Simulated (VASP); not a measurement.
# Au (Gold): structure and properties in VASP, part 2 of 5

What structure and properties does PBEsol give Au (Gold), and how near are they to the measured ones? Left out of this account: at least 1 further run (phonons: it ended without a result to show). The start is a cell from a database of measured crystal structures.

VASP 6.6.1, plane waves and PAW; the level of theory is named at each step.

Still holding for the runs below: This run has no spin polarisation. Its electron count is odd, so without a moment it is a metal by construction. The k-mesh is coarse for a metal.

So far. Step 2 (Relaxing cell and atoms (PBEsol)): It ends with forces that vanish by symmetry and a pressure of -0.03 GPa. The volume lies +0.7 % from that of the database's start.

The database entry behind the starting cell differs from later determinations by our own check (about 0.15 % short), so it need not match the best structure at ambient conditions.

## 3. Density, ELF and potential (PBEsol)

Level of this step: PBEsol; plane waves and PAW (Au) (VASP).

A single point on the relaxed cell gives a clean self-consistent state, with density, ELF and potential written out.

File INCAR:

```
SYSTEM = Au
PREC = Accurate
ENCUT = 400
EDIFF = 1E-06
NELM = 100
ISMEAR = 1
SIGMA = 0.2
LREAL = .FALSE.
ALGO = Normal
GGA = PS
NBANDS = 11
LASPH = .TRUE.
LORBIT = 11
LWAVE = .FALSE.
LCHARG = .TRUE.
ISIF = 2
LELF = .TRUE.
LVHAR = .TRUE.
```

File POSCAR:

```
Au
1.0
    0.0000000000      2.0404236080      2.0404236080
    2.0404236080      0.0000000000      2.0404236080
    2.0404236080      2.0404236080      0.0000000000
Au
1
Direct
    0.0000000000      0.0000000000      0.0000000000
```

File KPOINTS:

```
Automatic mesh
0
Gamma
9 9 9
0 0 0
```

The projector-augmented-wave data sets are Au (PBE family, release 64).

Launch:

```bash
> mpirun -np 2 vasp_std
```

What it wrote:

```text
[banner, memory and clock lines left out]
running    2 mpi-ranks, on    1 nodes
 distrk:  each k-point on    2 cores,    1 groups
 distr:  one band on    1 cores,    2 groups

 POSCAR found type information on POSCAR Au
 POSCAR found :  1 types and       1 ions
 [... a notice as in an earlier step ...]

 LDA part: xc-table for (Slater+PW92), standard interpolation
|                                                                             |
|           W    W    AA    RRRRR   N    N  II  N    N   GGGG   !!!           |
|           W    W   A  A   R    R  NN   N  II  NN   N  G    G  !!!           |
|           W    W  A    A  R    R  N N  N  II  N N  N  G       !!!           |
|           W WW W  AAAAAA  RRRRR   N  N N  II  N  N N  G  GGG   !            |
|           WW  WW  A    A  R   R   N   NN  II  N   NN  G    G                |
|           W    W  A    A  R    R  N    N  II  N    N   GGGG   !!!           |
|                                                                             |
|     The number of bands has been changed from the values supplied in        |
|     The orbitals not found in the WAVECAR file will be initialized with     |
|     random numbers, which is usually adequate. For correlated               |
|     calculations, however, you should redo the groundstate calculation.     |
|     I found NBANDS = 11. Now, NBANDS = 12.                                  |
|                                                                             |

 POSCAR, INCAR and KPOINTS ok, starting setup
 FFT: planning ... GRIDC
 FFT: planning ... GRID_SOFT
 FFT: planning ... GRID
 WAVECAR not read
 entering main loop
       N       E                     dE             d eps       ncg     rms          rms(c)
DAV:   1     0.356344749754E+02    0.35634E+02   -0.47558E+03   968   0.655E+02
DAV:   2    -0.383391779127E+01   -0.39468E+02   -0.37276E+02  1012   0.156E+02
DAV:   3    -0.428236770873E+01   -0.44845E+00   -0.44822E+00   992   0.154E+01
DAV:   4    -0.428377970783E+01   -0.14120E-02   -0.14119E-02  1028   0.104E+00
DAV:   5    -0.428378960441E+01   -0.98966E-05   -0.98963E-05  1000   0.809E-02    0.962E+00
DAV:   6    -0.397285376269E+01    0.31094E+00   -0.85004E-01   924   0.734E+00    0.597E+00
DAV:   7    -0.395131974420E+01    0.21534E-01   -0.66137E-02   988   0.204E+00    0.289E+00
DAV:   8    -0.394835391571E+01    0.29658E-02   -0.10784E-03   968   0.290E-01    0.253E-01
DAV:   9    -0.394834439606E+01    0.95196E-05   -0.47415E-05   960   0.524E-02    0.277E-02
DAV:  10    -0.394834606111E+01   -0.16650E-05   -0.16236E-06  1028   0.108E-02    0.959E-04
DAV:  11    -0.394834611704E+01   -0.55932E-07   -0.53938E-08   516   0.176E-03
   1 F= -.39483461E+01 E0= -.39486916E+01  d E =0.103634E-02
```

Run time: 2.2 s. Hardware: 2 MPI ranks of Intel Xeon 6975P-C (Granite Rapids), shared host; peak memory 0.21 GiB.

OUTCAR, selected parts (step 3):

```text
  LATTYP: Found a face centered cubic cell.
 ALAT       =     4.0808472160

The static configuration has the point symmetry O_h .

 Found     35 irreducible k-points:

   k-points           NKPTS =     35   k-points in BZ     NKDIM =     35   number of bands    NBANDS=     12

   ENCUT  =  400.0 eV  29.40 Ry    5.42 a.u.   4.71  4.71  4.71*2*pi/ulx,y,z

   NELECT =      11.0000    total number of electrons

 E-fermi :   9.2307

 k-point     1 :       0.0000    0.0000    0.0000
  band No.  band energies     occupation
    ...
      2       4.6411      2.00000
      3       4.6411      2.00000
      4       4.6411      2.00000
      5       6.1785      2.00000
      6       6.1785      2.00000
      7      23.8270      0.00000
      8      27.8360      0.00000
      9      27.8360      0.00000
     10      27.8360      0.00000
     11      32.7118      0.00000
    ...

 k-point     2 :       0.1111    0.0000    0.0000
  band No.  band energies     occupation
    ...
      2       4.5122      2.00000
      3       4.7777      2.00000
      4       4.7777      2.00000
      5       6.1251      2.00000
      6       6.1251      2.00000
      7      24.2543      0.00000
      8      25.6382      0.00000
      9      28.3340      0.00000
     10      28.3340      0.00000
     11      33.1205      0.00000
    ...

  Total        0.0011759      0.0011759      0.0011759      0.0000000     -0.0000000      0.0000000
  in kB        0.1108892      0.1108892      0.1108892      0.0000000     -0.0000000      0.0000000
  external PRESSURE =       0.1108892 kB  Pullay stress =       0.0000000 kB

  energy-cutoff  :      400.00
  volume of cell :       16.99
      direct lattice vectors                 reciprocal lattice vectors
     0.000000000  2.040423608  2.040423608    -0.245047155  0.245047155  0.245047155
     2.040423608  0.000000000  2.040423608     0.245047155 -0.245047155  0.245047155
     2.040423608  2.040423608  0.000000000     0.245047155  0.245047155 -0.245047155

 POSITION                                       TOTAL-FORCE (eV/Angst)
 -----------------------------------------------------------------------------------
      0.00000      0.00000      0.00000         0.000000      0.000000     -0.000000
 -----------------------------------------------------------------------------------
    total drift:                                0.000000     -0.000000      0.000000

  FREE ENERGIE OF THE ION-ELECTRON SYSTEM (eV)
  ---------------------------------------------------
  free  energy   TOTEN  =        -3.9483461170 eV

  energy  without entropy=       -3.9493824601  energy(sigma->0) =       -3.94869156

[... 6 parts as in an earlier step ...]

[... 4 further parts left out ...]
```

Numbers from this step:

```
SCF cycles   : 11
bands        : 12
Fermi energy : 9.231 eV
pressure     : 0.01109 GPa
```

Valence electrons inside each PAW sphere by angular momentum. Sphere charges, by row:

```csv
atom,s (e),p (e),d (e),tot (e)
Au1,0.537,0.359,8.753,9.649
```

ELF in the ac plane of the conventional cell at fractional y = 0.000, with atoms of Au within 0.2 Å of it. It is the smooth field of the valence electrons, not physical close to the nuclei.

Ten even steps from '0' (0.01) to '9' (0.33), each cell a mean:
```
00697433459830
24996544558963
89976677767898
98767999987789
55579965798655
34589400279754
33598203059743
34598300069743
45589632499654
77678988997667
99877899876799
57986555557996
02797543458940
30597433359820
```
Columns run along a (4.1 Å), rows up along c (4.1 Å), edges of the conventional cell, whose origin can differ from the input's. Atoms in or near the plane, at fractional coordinates: Au at (0.00, 0.00), Au at (0.50, 0.50).

Valence density in the ac plane of the conventional cell at fractional y = 0.000, with atoms of Au within 0.2 Å of it. It is the smooth field of the valence electrons, not physical close to the nuclei.

Values in e/Å³, 14 rows by 14 columns, each cell a mean:
```
4.1 3.2 1.9 0.8 0.3 0.2 0.1 0.1 0.1 0.2 0.5 1.3 2.5 3.7
2.7 2.2 1.3 0.6 0.3 0.2 0.2 0.2 0.2 0.2 0.4 0.9 1.7 2.5
1.4 1.1 0.7 0.4 0.3 0.3 0.3 0.3 0.3 0.3 0.3 0.5 0.9 1.3
0.5 0.4 0.3 0.3 0.4 0.6 0.8 0.9 0.7 0.5 0.3 0.3 0.4 0.5
0.2 0.2 0.2 0.3 0.7 1.3 1.9 2.1 1.7 1.0 0.5 0.3 0.2 0.2
0.1 0.1 0.2 0.4 1.1 2.2 3.2 3.5 2.8 1.7 0.7 0.3 0.2 0.1
0.1 0.1 0.2 0.5 1.4 2.7 4.1 4.6 3.5 2.1 0.9 0.3 0.2 0.1
0.1 0.1 0.2 0.5 1.3 2.5 3.7 4.1 3.2 1.9 0.8 0.3 0.2 0.1
0.2 0.2 0.2 0.4 0.9 1.7 2.5 2.7 2.2 1.3 0.6 0.3 0.2 0.2
0.3 0.3 0.3 0.3 0.5 0.9 1.3 1.4 1.1 0.7 0.4 0.3 0.3 0.3
0.9 0.7 0.5 0.3 0.3 0.4 0.5 0.5 0.4 0.3 0.3 0.4 0.6 0.8
2.1 1.7 1.0 0.5 0.3 0.2 0.2 0.2 0.2 0.2 0.3 0.7 1.3 1.9
3.5 2.8 1.7 0.7 0.3 0.2 0.1 0.1 0.1 0.2 0.4 1.1 2.2 3.2
4.6 3.5 2.1 0.9 0.3 0.2 0.1 0.1 0.1 0.2 0.5 1.4 2.7 4.1
```
Columns run along a (4.1 Å), rows up along c (4.1 Å), edges of the conventional cell, whose origin can differ from the input's. Atoms in or near the plane, at fractional coordinates: Au at (0.00, 0.00), Au at (0.50, 0.50).

Electrostatic potential energy in the ac plane of the conventional cell at fractional y = 0.000, with atoms of Au within 0.2 Å of it. With pseudopotentials it is smooth inside the atoms' cores, unlike the true potential.

Ten even steps from '_' (-66 eV) to '@' (3 eV), each cell a mean:
```
____--##@@@@@@@@@@@@%%++::__
..::++%%@@@@@@@@@@@@@@##==::
++**##@@@@@@@@@@@@@@@@%%##++
%%%%@@@@@@%%##**##%%@@@@@@%%
@@@@@@@@##++----==**%%@@@@@@
@@@@@@%%**::____..==##@@@@@@
@@@@@@%%++..______--**@@@@@@
@@@@@@%%++::______--##@@@@@@
@@@@@@@@##==::..::++%%@@@@@@
@@@@@@@@%%##++++**##@@@@@@@@
**##%%@@@@@@%%%%%%@@@@@@%%##
--==**%%@@@@@@@@@@@@@@##++--
__..==##@@@@@@@@@@@@%%**::__
____--**@@@@@@@@@@@@%%++..__
```
Columns run along a (4.1 Å; values clipped at the 3rd and 97th percentile), rows up along c (4.1 Å), edges of the conventional cell, whose origin can differ from the input's. Atoms in or near the plane, at fractional coordinates: Au at (0.00, 0.00), Au at (0.50, 0.50).

In this run the pressure is 0.01 GPa, small enough to go on; single stress components reach 0.01 GPa.

## 4. Band structure (PBEsol)

Levels along the symmetry lines show where the bands peak and cross; KPOINTS_OPT computes them in the converged potential.

File INCAR:

```
SYSTEM = Au
PREC = Accurate
ENCUT = 400
EDIFF = 1E-06
NELM = 100
ISMEAR = 1
SIGMA = 0.2
LREAL = .FALSE.
ALGO = Normal
GGA = PS
NBANDS = 16
LASPH = .TRUE.
LORBIT = 11
LWAVE = .FALSE.
LCHARG = .FALSE.
KPAR = 2
```

POSCAR is that of step 3.

KPOINTS is that of step 3.

File KPOINTS_OPT:

```
Line mode
16
Line-mode
Reciprocal
  0.00000000   0.00000000   0.00000000 GAMMA
  0.50000000   0.00000000   0.50000000 X

  0.50000000   0.00000000   0.50000000 X
  0.50000000   0.25000000   0.75000000 W

  0.50000000   0.25000000   0.75000000 W
  0.37500000   0.37500000   0.75000000 K

  0.37500000   0.37500000   0.75000000 K
  0.00000000   0.00000000   0.00000000 GAMMA

  0.00000000   0.00000000   0.00000000 GAMMA
  0.50000000   0.50000000   0.50000000 L

  0.50000000   0.50000000   0.50000000 L
  0.62500000   0.25000000   0.62500000 U

  0.62500000   0.25000000   0.62500000 U
  0.50000000   0.25000000   0.75000000 W

  0.50000000   0.25000000   0.75000000 W
  0.50000000   0.50000000   0.50000000 L

  0.50000000   0.50000000   0.50000000 L
  0.37500000   0.37500000   0.75000000 K

  0.62500000   0.25000000   0.62500000 U
  0.50000000   0.00000000   0.50000000 X
```

Launch:

```bash
> mpirun -np 2 vasp_std
```

What it wrote:

```text
[banner, memory and clock lines left out]
running    2 mpi-ranks, on    1 nodes
 distrk:  each k-point on    1 cores,    2 groups
 distr:  one band on    1 cores,    1 groups

 POSCAR found type information on POSCAR Au
 POSCAR found :  1 types and       1 ions
 [... a notice as in an earlier step ...]

 LDA part: xc-table for (Slater+PW92), standard interpolation
 POSCAR, INCAR and KPOINTS ok, starting setup
 FFT: planning ... GRIDC
 FFT: planning ... GRID_SOFT
 FFT: planning ... GRID
 WAVECAR not read
 entering main loop
       N       E                     dE             d eps       ncg     rms          rms(c)
DAV:   1     0.440727880428E+02    0.44073E+02   -0.43891E+03  1168   0.480E+02
DAV:   2    -0.358112498509E+01   -0.47654E+02   -0.44678E+02  1496   0.144E+02
DAV:   3    -0.428150147797E+01   -0.70038E+00   -0.70011E+00  1400   0.162E+01
DAV:   4    -0.428377490819E+01   -0.22734E-02   -0.22734E-02  1488   0.104E+00
DAV:   5    -0.428378957663E+01   -0.14668E-04   -0.14668E-04  1368   0.758E-02    0.962E+00
DAV:   6    -0.397284192197E+01    0.31095E+00   -0.72791E-01  1488   0.551E+00    0.595E+00
DAV:   7    -0.395131297183E+01    0.21529E-01   -0.58222E-02  1592   0.157E+00    0.289E+00
DAV:   8    -0.394835692887E+01    0.29560E-02   -0.10484E-03  1264   0.223E-01    0.275E-01
DAV:   9    -0.394834498879E+01    0.11940E-04   -0.46503E-05  1520   0.407E-02    0.401E-02
DAV:  10    -0.394834601847E+01   -0.10297E-05   -0.19591E-06  1368   0.873E-03    0.112E-03
DAV:  11    -0.394834610906E+01   -0.90596E-07   -0.52092E-08   776   0.133E-03
   1 F= -.39483461E+01 E0= -.39486915E+01  d E =0.103620E-02
 Start KPOINTS_OPT (optional k-point list driver)
k-point batch [1-35\160]
       N       E                     dE             ncg
DAV:   1     0.360196114109E+04   -0.92989E+04     1144
DAV:   2     0.193933688659E+04   -0.16626E+04     1544
DAV:   3     0.191341331121E+04   -0.25924E+02     1432
DAV:   4     0.191330541591E+04   -0.10790E+00     1464
DAV:   5     0.191330455745E+04   -0.85847E-03     1400
DAV:   6     0.191330454958E+04   -0.78682E-05     1472
DAV:   7     0.191330454951E+04   -0.68944E-07     1144
[...]
k-point batch [141-160\160]
       N       E                     dE             ncg
DAV:   1     0.890222336942E+04   -0.74787E+04      648
DAV:   2     0.797487203766E+04   -0.92735E+03      888
DAV:   3     0.796161916204E+04   -0.13253E+02      904
DAV:   4     0.796156649366E+04   -0.52668E-01      880
DAV:   5     0.796156610285E+04   -0.39081E-03      888
DAV:   6     0.796156609942E+04   -0.34293E-05      856
DAV:   7     0.796156609939E+04   -0.28836E-07      720
```

Wall time 5.8 s (2 MPI ranks); peak memory 0.24 GiB; 10 s of CPU time.

From OUTCAR (step 4):

```text
The static configuration has the point symmetry O_h .

 Found     35 irreducible k-points:

   k-points           NKPTS =     35   k-points in BZ     NKDIM =     35   number of bands    NBANDS=     16

   NELECT =      11.0000    total number of electrons

 E-fermi :   9.2307

 k-point     4 :       0.3333    0.0000    0.0000
  band No.  band energies     occupation
    ...
      2       4.7953      2.00000
      3       4.7953      2.00000
      4       5.3328      2.00000
      5       6.7927      2.00000
      6       6.7927      2.00000
      7      17.1896      0.00000
      8      24.1633      0.00000
      9      28.1657      0.00000
     10      28.1657      0.00000
     11      32.4890      0.00000
    ...

 k-point     5 :       0.4444    0.0000    0.0000
  band No.  band energies     occupation
    ...
      2       4.6289      2.00000
      3       4.6289      2.00000
      4       7.3110      2.00000
      5       7.3110      2.00000
      6       7.6169      2.00000
      7      13.2705      0.00000
      8      23.3721      0.00000
      9      26.6594      0.00000
     10      26.6594      0.00000
     11      34.0642      0.00000
    ...

  Total        0.0012660      0.0012660      0.0012660     -0.0000000      0.0000000     -0.0000000
  in kB        0.1193841      0.1193841      0.1193841     -0.0000000      0.0000000     -0.0000000
  external PRESSURE =       0.1193841 kB  Pullay stress =       0.0000000 kB

 POSITION                                       TOTAL-FORCE (eV/Angst)
 -----------------------------------------------------------------------------------
      0.00000      0.00000      0.00000         0.000000     -0.000000      0.000000
 -----------------------------------------------------------------------------------
    total drift:                                0.000000     -0.000000      0.000000

  FREE ENERGIE OF THE ION-ELECTRON SYSTEM (eV)
  ---------------------------------------------------
  free  energy   TOTEN  =        -3.9483461091 eV

  energy  without entropy=       -3.9493823045  energy(sigma->0) =       -3.94869151

[... 12 parts as in an earlier step ...]

[... 1 further part left out ...]
```

Spin-orbit coupling is off here; it can split and shift levels that hold much weight on Au by tenths of an eV or more.

Numbers from this step:

```
bands    : 16
pressure : 0.01194 GPa
```

The electronic bands at the labelled points (eV, zero at the Fermi level; # counts the bands kept in this run):

```csv
point,#2,#3,#4,#5,#6,#7,#8
Γ,-4.59,-4.59,-4.59,-3.05,-3.05,14.60,18.61
0.53 of the way,-5.83,-3.85,-3.19,-3.19,-2.43,14.38,14.38
X,-6.67,-1.88,-1.52,-1.52,1.05,5.87,10.06
0.53 of the way,-6.21,-3.33,-2.51,-1.52,3.41,5.22,8.88
W,-5.07,-5.07,-3.21,-1.51,4.80,6.37,6.37
0.47 of the way,-5.64,-4.30,-3.00,-1.68,4.31,5.22,7.41
K,-5.76,-3.74,-2.77,-1.97,3.92,4.74,7.52
0.53 of the way,-5.19,-4.36,-3.77,-3.65,-1.98,11.77,13.71
Γ,-4.59,-4.59,-4.59,-3.05,-3.05,14.60,18.61
0.53 of the way,-4.65,-4.32,-4.32,-2.81,-2.81,10.60,15.56
L,-4.63,-4.63,-1.84,-1.84,-0.94,3.17,14.03
0.53 of the way,-5.13,-3.99,-3.89,-1.97,2.32,3.17,12.09
U,-5.76,-3.74,-2.77,-1.97,3.92,4.74,7.52
0.47 of the way,-5.67,-4.19,-2.95,-1.73,4.23,5.11,7.45
W,-5.07,-5.07,-3.21,-1.51,4.80,6.37,6.37
0.47 of the way,-5.34,-4.29,-3.65,-1.99,3.01,3.18,11.79
L,-4.63,-4.63,-1.84,-1.84,-0.94,3.17,14.03
0.53 of the way,-5.13,-3.99,-3.89,-1.97,2.32,3.17,12.09
K,-5.76,-3.74,-2.77,-1.97,3.92,4.74,7.52
jump to U,-5.76,-3.74,-2.77,-1.97,3.92,4.74,7.52
0.53 of the way,-6.48,-2.38,-2.13,-1.62,2.23,5.49,9.02
X,-6.67,-1.88,-1.52,-1.52,1.05,5.87,10.06
```

The electronic bands as a text plot (rows in eV, shown from -8.0 to 6.4 only):

```
    6.1 |        *    *  *                        *             *
    5.5 |         ** * *                *        * *           *
    4.9 |           *** *                     *** *          **
    4.3 |           *  **                       **  *       *
    3.7 |                                *   ***   **        **
    3.1 |                *                ****       ********
    2.5 |          *      *                          *     *   *
    1.9 |                                   *
    1.3 |        **                                   *         *
    0.7 |                  *               *              *
    0.1 |       *           *                          * *
   -0.5 |                                 *
   -1.1 |                                *              *
   -1.7 |       *********    *           ****  *************  ***
   -2.3 |    ***   *     **   *        **    **             ****
   -2.9 |******    ******* **  ********    *  **** *   * *   *
   -3.5 | *** *           *******           ** *  * * *   * * *
   -4.1 | ****      *  ***    ***   ****    *** *    **   ****
   -4.7 |***         **   ****  ************     * ** *****
   -5.3 |   *        **  ** ****            ***  *****     **
   -5.9 |    **     *********                  ******       ***
   -6.5 |      ******   *                   ****     **    * ****
   -7.1 |    ******          *          ****           ****    **
   -7.7 |                     *       **
         Γ       X    W  K        Γ      L     U  W     L   K|U X
```

There is no gap at this level.

(Continued in part 3 of 5.)

[Lines on the potential files, build, host, timing and source positions are cut from VASP's logs without a mark.]

[Logs are printed without paths, hosts, clocks, repeated set-up lines and the standing remarks that a program may print on its own settings, such as how far it seeks lower states.]

[Hosts, paths, dates, database ids (printed as entryN), source tags and the programs' standing remarks are cut or masked in the printed files.]

[A measured line is paired with the nearest computed mode of its activity, which favours agreement.]

[In band tables of VASP the shares of atoms and orbitals are scaled to a sum of 1 inside the atoms' spheres.]
